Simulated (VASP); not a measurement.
# BaAlGeH (space group P3m1): computed properties

Calculation: PBEsol GGA, VASP's PBE PAW potentials (set 64) (plane waves; VASP).

space group: P3m1 (156)
cell: a = b = 4.3405 Å, c = 5.0837 Å, α = β = 90.00°, γ = 120.00°
volume per atom: 20.74 Å³/atom
band gap (over mesh and band path): 0.65 eV
smallest direct gap (over mesh and band path): 1.19 eV
density: 4.76 g/cm³
mean ε∞ (independent particles): 16.65

```yaml
crystal:
  lattice:
    - [4.34054, 0.00000, 0.00000]
    - [-2.17027, 3.75902, 0.00000]
    - [0.00000, 0.00000, 5.08367]
  atoms:
    - { symbol: Ba, position: [0.33333, 0.66667, 0.09807] }
    - { symbol: Al, position: [0.00000, 0.00000, 0.63503] }
    - { symbol: Ge, position: [0.66667, 0.33333, 0.55544] }
    - { symbol: H, position: [0.00000, 0.00000, 0.97746] }
```

Unless said otherwise, spin-orbit coupling is left out, though it shifts the bands of the heavy elements here.

The structure comes from a computed database's BaAlGeH entry (P3m1); how it stands against other phases isn't given here. It was relaxed first, which changed the volume by -5 %. Symmetry was kept, so distortions that lower it aren't found.
